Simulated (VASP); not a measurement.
An input for Ansatz (written as the equivalent of a VASP run, and not itself run):

Ansatz 0.2 input:
```yaml
crystal:
  lattice:
    - [0.0000000, 2.4339750, 2.4339750]
    - [2.4339750, 0.0000000, 2.4339750]
    - [2.4339750, 2.4339750, 0.0000000]
  symmetry: { detect: false }
  atoms:
    - { symbol: Gd, position: [0.0000000, 0.0000000, 0.0000000], spin: 7, spin_axis: [0, 0, 1] }
    - { symbol: N, position: [0.5000000, 0.5000000, 0.5000000] }
kpoints:
  mp_grid: { grid: [6, 6, 6] }
hamiltonian:
  xc: pbe
  pseudopotentials: { kind: paw }
magnetization: { noncollinear: true, spin_orbit: true }
scf:
  occupations: { method: fermi_dirac, width: 0.01 }
  max_iter: 100
output: { forces: true, stress: true, eigenvalues: true }
```

Q: Write the VASP files for the same calculation (PBE+SOC).

A: This is not unique; one that fits is 
**INCAR**
```
SYSTEM  =  GdN
PREC  =  Accurate; ENCUT  =  400; LREAL  =  .FALSE.
LASPH  =  .TRUE.; ISYM  =  0
EDIFF  =  1E-6; NELM  =  100; ALGO  =  Normal
LMAXMIX  =  6
ISMEAR  =  -1; SIGMA  =  0.01
GGA  =  PE; GGA_COMPAT  =  .FALSE.
MAGMOM  =  0.0 0.0 7.0 0.0 0.0 0.0
LSORBIT  =  .TRUE.; LNONCOLLINEAR  =  .TRUE.
ISIF  =  2
LWAVE  =  .FALSE.; LCHARG  =  .FALSE.; LORBIT  =  11
```

### KPOINTS
```
Automatic mesh
0
Gamma
6 6 6
0 0 0
```

### POSCAR
```
GdN
1
    0.0000000000     2.4339750000     2.4339750000
    2.4339750000     0.0000000000     2.4339750000
    2.4339750000     2.4339750000     0.0000000000
Gd N
1 1
Direct
  0.0000000000   0.0000000000   0.0000000000
  0.5000000000   0.5000000000   0.5000000000
```

POTCAR, in this order: Gd N (PBE.64 set). Program: vasp_ncl.

Limits of the translation: each code has its own PAW files, so the cut-off isn't converted (ENCUT is set for VASP's; basis.ecutwfc is left out, and Ansatz then takes the one that its files recommend); Ansatz stops its SCF on the density residual and VASP on the energy change (EDIFF).

The structure is a typed GdN crystal (Fm-3m). The cell was not relaxed at this level. The k-mesh is coarse (spacing up to 0.37 per Å, 2π included), so the numbers may not be converged in it. The run is one of a series of settings (GGA_COMPAT = .FALSE., ISPIN removed, ISYM = 0, LNONCOLLINEAR = .TRUE., LSORBIT = .TRUE., MAGMOM = 0.0 0.0 7.0 0.0 0.0 0.0, program vasp_ncl against the base run), some of them coarse on purpose.
